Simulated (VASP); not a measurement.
Output of a VASP run:

### OSZICAR
```
...
DAV:   9    -0.379712961772E+02    0.82228E-06   -0.17665E-08   360   0.161E-03    0.104E-04
DAV:  10    -0.379712962838E+02   -0.10664E-06   -0.49488E-09   360   0.768E-04    0.506E-05
DAV:  11    -0.379712963185E+02   -0.34709E-07   -0.87670E-10   360   0.311E-04
   2 F= -.37971296E+02 E0= -.37971296E+02  d E =-.393531E-03
       N       E                     dE             d eps       ncg     rms          rms(c)
DAV:   1    -0.379713361879E+02   -0.39904E-04   -0.20907E-03   720   0.447E-01    0.261E-02
DAV:   2    -0.379713261088E+02    0.10079E-04   -0.20127E-05   900   0.457E-02    0.155E-02
DAV:   3    -0.379713106236E+02    0.15485E-04   -0.13585E-05   780   0.360E-02    0.161E-03
DAV:   4    -0.379713226437E+02   -0.12020E-04   -0.16573E-06   792   0.159E-02    0.852E-04
DAV:   5    -0.379713130145E+02    0.96291E-05   -0.70678E-07   728   0.105E-02    0.691E-04
DAV:   6    -0.379713188674E+02   -0.58529E-05   -0.30740E-07   720   0.672E-03    0.228E-04
DAV:   7    -0.379713185254E+02    0.34201E-06   -0.12881E-08   360   0.135E-03    0.112E-04
DAV:   8    -0.379713191727E+02   -0.64731E-06   -0.25630E-09   360   0.594E-04    0.554E-05
DAV:   9    -0.379713189515E+02    0.22115E-06   -0.13000E-09   360   0.436E-04    0.350E-05
DAV:  10    -0.379713189770E+02   -0.25504E-07   -0.36004E-10   360   0.207E-04
   3 F= -.37971319E+02 E0= -.37971319E+02  d E =-.416190E-03
       N       E                     dE             d eps       ncg     rms          rms(c)
DAV:   1    -0.379713990574E+02   -0.80106E-04   -0.62290E-02   720   0.236E+00    0.375E-02
DAV:   2    -0.379714251828E+02   -0.26125E-04   -0.89754E-04   832   0.269E-01    0.269E-02
DAV:   3    -0.379714054423E+02    0.19740E-04   -0.27558E-05   812   0.735E-02    0.143E-02
DAV:   4    -0.379713926197E+02    0.12823E-04   -0.29713E-05   748   0.561E-02    0.430E-03
DAV:   5    -0.379714087592E+02   -0.16140E-04   -0.13362E-05   720   0.577E-02    0.292E-03
DAV:   6    -0.379714063067E+02    0.24525E-05   -0.59154E-06   720   0.329E-02    0.154E-03
DAV:   7    -0.379714083043E+02   -0.19976E-05   -0.28981E-07   820   0.683E-03    0.538E-04
DAV:   8    -0.379714077300E+02    0.57427E-06   -0.26039E-07   672   0.696E-03    0.260E-04
DAV:   9    -0.379714086630E+02   -0.93299E-06   -0.41356E-08   360   0.290E-03    0.174E-04
DAV:  10    -0.379714086595E+02    0.35045E-08   -0.61723E-09   360   0.964E-04
   4 F= -.37971409E+02 E0= -.37971409E+02  d E =-.896825E-04
       N       E                     dE             d eps       ncg     rms          rms(c)
DAV:   1    -0.379714557067E+02   -0.47044E-04   -0.79811E-03   720   0.844E-01    0.134E-02
DAV:   2    -0.379714619830E+02   -0.62763E-05   -0.11455E-04   836   0.959E-02    0.956E-03
DAV:   3    -0.379714539652E+02    0.80178E-05   -0.35667E-06   808   0.264E-02    0.507E-03
DAV:   4    -0.379714561353E+02   -0.21701E-05   -0.37983E-06   748   0.201E-02    0.156E-03
DAV:   5    -0.379714505846E+02    0.55506E-05   -0.17318E-06   720   0.207E-02    0.105E-03
DAV:   6    -0.379714543258E+02   -0.37411E-05   -0.76665E-07   720   0.118E-02    0.537E-04
DAV:   7    -0.379714539655E+02    0.36025E-06   -0.33830E-08   360   0.239E-03    0.193E-04
DAV:   8    -0.379714541293E+02   -0.16380E-06   -0.28042E-08   360   0.227E-03    0.796E-05
DAV:   9    -0.379714538506E+02    0.27870E-06   -0.39632E-09   360   0.886E-04    0.581E-05
DAV:  10    -0.379714538557E+02   -0.50502E-08   -0.65918E-10   360   0.328E-04
   5 F= -.37971454E+02 E0= -.37971454E+02  d E =-.134879E-03
```

OUTCAR:
```
------------------------ aborting loop because EDIFF is reached ----------------------------------------
  FORCE on cell =-STRESS in cart. coord.  units (eV):
  Direction    XX          YY          ZZ          XY          YZ          ZX
  --------------------------------------------------------------------------------------
  Total        3.6017742      3.6017741      3.5868834      0.0000000      0.0000000      0.0000000
  in kB      148.2212082    148.2212074    147.6084177      0.0000000      0.0000000      0.0000000
  external PRESSURE =     148.0169445 kB  Pullay stress =       0.0000000 kB
  volume of cell :       38.93
      direct lattice vectors                 reciprocal lattice vectors
     1.521822118 -2.635873222  0.000000000     0.328553511 -0.189690458  0.000000000
     1.521822118  2.635873222 -0.000000000     0.328553511  0.189690458 -0.000000000
    -0.000000000  0.000000000  4.852866072     0.000000000  0.000000000  0.206063795
  FREE ENERGIE OF THE ION-ELECTRON SYSTEM (eV)
  ---------------------------------------------------
  free  energy   TOTEN  =       -37.9714538557 eV

  energy  without entropy=      -37.9714538557  energy(sigma->0) =      -37.97145386

 reached required accuracy - stopping structural energy minimisation
```
(Selected blocks of OUTCAR.)

File POSCAR:
```
AlN
1
    1.5195572038    -2.6319502763     0.0000000000
    1.5195572038     2.6319502763     0.0000000000
    0.0000000000     0.0000000000     4.8673433385
Al N
2 2
Direct
  0.6666670000   0.3333330000   0.5000715417
  0.3333330000   0.6666670000   0.0000715417
  0.6666670000   0.3333330000   0.8819284583
  0.3333330000   0.6666670000   0.3819284583
```

Task: Reconstruct the remaining input files.

Result: One answer among several that fit: the input of the run itself, r2SCAN+rVV10, plane waves, VASP's PBE PAW potentials (set 64).

**KPOINTS**
```
Automatic mesh
0
Gamma
8 8 5
0 0 0
```

### INCAR
```
ALGO=Normal
BPARAM=11.95
CPARAM=0.0093
EDIFF=1E-7
EDIFFG=-0.01
ENCUT=520
IBRION=2
ISIF=4
ISMEAR=0
LASPH=.TRUE.
LCHARG=.FALSE.
LMIXTAU=.TRUE.
LREAL=.FALSE.
LUSE_VDW=.TRUE.
LWAVE=.FALSE.
METAGGA=R2SCAN
NELM=100
NSW=30
PREC=Accurate
SIGMA=0.05
SYSTEM=AlN
```

POTCAR, in this order: Al N (PBE.64 set). Program: vasp_std.

The compound is AlN in the wurtzite structure. This cell is one point of a volume scan, at 0.94 of the reference volume. Symmetry was kept, so distortions that lower it aren't found.
